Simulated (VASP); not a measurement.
Calculation: PBE GGA, VASP's PBE PAW potentials (set 64) (plane waves; VASP).

The input files of a VASP run:

### POSCAR
```
In atom
1
   12.0000000000     0.0000000000     0.0000000000
    0.0000000000    12.5000000000     0.0000000000
    0.0000000000     0.0000000000    13.0000000000
In
1
Direct
  0.0000000000   0.0000000000   0.0000000000
```

KPOINTS:
```
Automatic
0
G
  1 1 1
```

### INCAR
```
ALGO  =  All
EDIFF  =  1E-6
ENCUT  =  520
GGA  =  PE
ISMEAR  =  0
ISPIN  =  2
ISYM  =  0
LASPH  =  .TRUE.
LCHARG  =  .FALSE.
LMAXMIX  =  4
LORBIT  =  10
LREAL  =  .FALSE.
LWAVE  =  .FALSE.
MAGMOM  =  1
NELM  =  200
NUPDOWN  =  1
PREC  =  Normal
SIGMA  =  0.01
SYSTEM  =  In atom
```

POTCAR, in this order: In_d (PBE.64 set). Program: vasp_gam. Read from the step before: WAVECAR.

Output of the run:

### OSZICAR
```
       N       E                     dE             d eps       ncg     rms           ort
SDA:   1    -0.248915850672E+00   -0.24892E+00    0.00000E+00    11   0.740E-07   0.000E+00
SDA:   2    -0.248915859184E+00   -0.85122E-08   -0.10720E-07    11   0.255E-07   0.401E-07
   1 F= -.24891586E+00 E0= -.24891586E+00  d E =-.269131E-42  mag=     1.0000
```

OUTCAR:
```
------------------------ aborting loop because EDIFF is reached ----------------------------------------
  FORCE on cell =-STRESS in cart. coord.  units (eV):
  Direction    XX          YY          ZZ          XY          YZ          ZX
  --------------------------------------------------------------------------------------
  Total       -0.0072768     -0.0132518      0.0040943     -0.0000012      0.0000285      0.0000012
  in kB       -0.0059789     -0.0108881      0.0033640     -0.0000010      0.0000234      0.0000010
  external PRESSURE =      -0.0045010 kB  Pullay stress =       0.0000000 kB
  volume of cell :     1950.00
      direct lattice vectors                 reciprocal lattice vectors
    12.000000000  0.000000000  0.000000000     0.083333333  0.000000000  0.000000000
     0.000000000 12.500000000  0.000000000     0.000000000  0.080000000  0.000000000
     0.000000000  0.000000000 13.000000000     0.000000000  0.000000000  0.076923077
 POSITION                                       TOTAL-FORCE (eV/Angst)
 -----------------------------------------------------------------------------------
      0.00000      0.00000      0.00000         0.000000      0.000000      0.000001
 -----------------------------------------------------------------------------------
    total drift:                                0.000000      0.000000      0.000001
  FREE ENERGIE OF THE ION-ELECTRON SYSTEM (eV)
  ---------------------------------------------------
  free  energy   TOTEN  =        -0.2489158592 eV

  energy  without entropy=       -0.2489158592  energy(sigma->0) =       -0.24891586

 total charge

# of ion       s       p       d       tot
------------------------------------------
    1        1.143   0.253   9.829  11.225

 magnetization (x)

# of ion       s       p       d       tot
------------------------------------------
    1       -0.007   0.253  -0.004   0.242
```
(Selected blocks of OUTCAR.)

OUTCAR:
```
 val. band max:       -2.6548603615   @ k =   0.0000   0.0000   0.0000

 cond. band min:      -2.4592312010   @ k =   0.0000   0.0000   0.0000


 Fermi energy:        -2.5587658108

 spin component 1

 k-point     1 :       0.0000    0.0000    0.0000
  band No.  band energies     occupation
      1     -18.5819      1.00000
      2     -18.5818      1.00000
      3     -18.3764      1.00000
      4     -18.3764      1.00000
      5     -18.2988      1.00000
      6      -8.2065      1.00000
      7      -2.6549      1.00000
      8      -2.4592      0.00000
      9      -2.4586      0.00000
     10      -0.4528      0.00000
     11       0.5178      0.00000

 Fermi energy:        -7.6237098641

 spin component 2

 k-point     1 :       0.0000    0.0000    0.0000
  band No.  band energies     occupation
      1     -18.5725      1.00000
      2     -18.5725      1.00000
      3     -18.2791      1.00000
      4     -18.2791      1.00000
      5     -18.1892      1.00000
      6      -7.7205      1.00000
      7      -2.1596      0.00000
      8      -2.1588      0.00000
      9      -1.5484      0.00000
     10      -0.0295      0.00000
     11       0.8727      0.00000
```

The atom may not be in its lowest state. Unless said otherwise, spin-orbit coupling is left out, though it shifts the bands of the heavy elements here.

The cell is a free atom in a box.
